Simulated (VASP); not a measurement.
These are LDA (Ceperley-Alder, Perdew-Zunger), VASP's LDA PAW potentials (set 64) (plane waves; VASP 6.6.1) values and carry that method's errors.

VASP ran on this input.

### KPOINTS
```
Automatic mesh
0
Gamma
13 13 13
0 0 0
```

**POSCAR**
```
BN
1.0
  0.0000000000   1.7523236631   1.7523236631
  1.7523236631   0.0000000000   1.7523236631
  1.7523236631   1.7523236631   0.0000000000
B N
1 1
Cartesian
  0.0000000000   0.0000000000   0.0000000000
  0.8761618316   0.8761618316   0.8761618316
```

**INCAR**
```
SYSTEM  =  BN
PREC  =  Accurate; ENCUT  =  620; LREAL  =  .FALSE.
LASPH  =  .TRUE.
EDIFF  =  1E-6; NELM  =  100; ALGO  =  Normal
ISMEAR  =  0; SIGMA  =  0.05
IBRION  =  2; NSW  =  40; ISIF  =  3
EDIFFG  =  -0.02; PSTRESS  =  450
LWAVE  =  .FALSE.; LCHARG  =  .FALSE.
```

POTCAR, in this order: B N (LDA.64 set). Program: vasp_std.

Energy and stress use the plane-wave basis of the starting cell.

Q: What does the run give for the energy per atom (σ→0), volume per atom?

A: 
```
Property                        Value
---------------------  --------------
energy per atom (σ→0)  -9.640 eV/atom
volume per atom          5.23 Å³/atom
```

File OSZICAR:
```
...
       N       E                     dE             d eps       ncg     rms          rms(c)
DAV:   1    -0.193143153794E+02   -0.20443E+00   -0.11137E+00  1464   0.118E+01    0.132E+00
DAV:   2    -0.192834010101E+02    0.30914E-01   -0.13028E-01  1376   0.289E+00    0.369E-01
DAV:   3    -0.192814526847E+02    0.19483E-02   -0.43305E-03  1672   0.655E-01    0.137E-01
DAV:   4    -0.192809025179E+02    0.55017E-03   -0.60433E-04  1568   0.219E-01    0.423E-02
DAV:   5    -0.192808920665E+02    0.10451E-04   -0.16700E-05  1480   0.352E-02    0.253E-02
DAV:   6    -0.192808911077E+02    0.95877E-06   -0.96914E-07   784   0.116E-02
   3 F= -.16341554E+02 E0= -.16341554E+02  d E =-.143886E-01
```

The compound is BN in the zinc blende structure. This run relaxes it under an external pressure of 45 GPa. Symmetry was kept, so distortions that lower it aren't found.
